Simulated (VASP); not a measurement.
```xyz
1
Lattice="3.1346 0.0000 0.0000 0.0000 3.1346 0.0000 0.0000 0.0000 3.1346" Properties=species:S:1:pos:R:3 pbc="T T T"
Sb     0.0000     0.0000     0.0000
```

All values below come from PBEsol GGA, VASP's PBE PAW potentials (set 64) (plane waves; VASP 6.6.1). Settings: 400 eV cut-off, 11×11×11 Γ-centred mesh, first-order Methfessel-Paxton smearing of 0.10 eV, potentials Sb.

Energy and stress use the plane-wave basis of the starting cell.

Problem. The ions, cell shape and volume are relaxed. Which structure does the run end with?

Solution. 
```xyz
1
Lattice="3.0676 0.0000 0.0000 0.0000 3.0676 0.0000 0.0000 0.0000 3.0676" Properties=species:S:1:pos:R:3 pbc="T T T"
Sb     0.0000     0.0000     0.0000
```
Space group Pm-3m (221), at a tolerance of 0.03 Å.

Problem. How do energy and volume change from the first to the last step?

Solution. The energy (σ→0) changes by -21.3 meV/atom and the volume by -6.3 %, in 3 ionic steps.

The structure was generated: Sb was put into the simple-cubic type (Pm-3m), which need not be its known phase. This run relaxes it. Symmetry was kept, so distortions that lower it aren't found.
